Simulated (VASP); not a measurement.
A convergence study with VASP on GaP (space group no. 216 when undisturbed): one setting is varied, all else stays as given below, so the limit is that of these other settings. One atom is moved off its site, so that forces are finite.

```yaml
crystal:
  lattice:
    - [0.00000, 2.73318, 2.73318]
    - [2.73318, 0.00000, 2.73318]
    - [2.73318, 2.73318, 0.00000]
  atoms:
    - { symbol: Ga, position: [0.00528, 0.00528, 0.00528] }
    - { symbol: P, position: [0.25000, 0.25000, 0.25000] }
```

Computed with PBE GGA, VASP's PBE PAW potentials (set 64) (plane waves; VASP 6.6.1). The tightest run used: 300 eV cut-off, 18×18×18 Γ-centred mesh, Fermi-Dirac smearing of 0.020 eV, potentials Ga_d P.

Gaps are read on the run's mesh, which can miss a band edge.

The settings run are 2×2×2 mesh; 3×3×3 mesh; 4×4×4 mesh; 5×5×5 mesh; 6×6×6 mesh; 7×7×7 mesh; 9×9×9 mesh; 10×10×10 mesh; 11×11×11 mesh; 12×12×12 mesh; 13×13×13 mesh; 15×15×15 mesh; 17×17×17 mesh; 18×18×18 mesh. From which on does the energy per atom stay within 0.005 eV/atom of the tightest run?

From 7×7×7 mesh on: it is off by 0.0031 there and by no more than 0.005 in any finer run, while 6×6×6 mesh is off by 0.0081.
| setting | E (eV/atom) | pressure (GPa) | gap on the mesh (eV) | irreducible k-points | difference judged (eV/atom) |
|---|---|---|---|---|---|
| 2×2×2 mesh | -3.4449 | 8.43 | 1.360 | 4 | 1.1099 |
| 3×3×3 mesh | -4.3046 | 3.22 | 1.614 | 6 | 0.2502 |
| 4×4×4 mesh | -4.4839 | 2.04 | 1.508 | 13 | 0.0709 |
| 5×5×5 mesh | -4.5319 | 1.72 | 1.514 | 19 | 0.0229 |
| 6×6×6 mesh | -4.5467 | 1.65 | 1.524 | 32 | 0.0081 |
| 7×7×7 mesh | -4.5518 | 1.64 | 1.507 | 44 | 0.0031 |
| 9×9×9 mesh | -4.5543 | 1.63 | 1.513 | 85 | 0.0005 |
| 10×10×10 mesh | -4.5546 | 1.63 | 1.524 | 116 | 0.0002 |
| 11×11×11 mesh | -4.5547 | 1.64 | 1.520 | 146 | 0.0001 |
| 12×12×12 mesh | -4.5548 | 1.64 | 1.512 | 189 | 0.0000 |
| 13×13×13 mesh | -4.5548 | 1.64 | 1.526 | 231 | 0.0000 |
| 15×15×15 mesh | -4.5548 | 1.64 | 1.524 | 344 | 0.0000 |
| 17×17×17 mesh | -4.5548 | 1.64 | 1.514 | 489 | 0.0000 |
| 18×18×18 mesh | -4.5548 | 1.64 | 1.513 | 580 | 0.0000 |

Left out are rungs that failed or repeat a setting and relaxations that didn't move; long series are thinned to 24 rows.

The structure is a typed GaP crystal (space group no. 216). The cell was not relaxed at this level, it is distorted from the ideal structure.
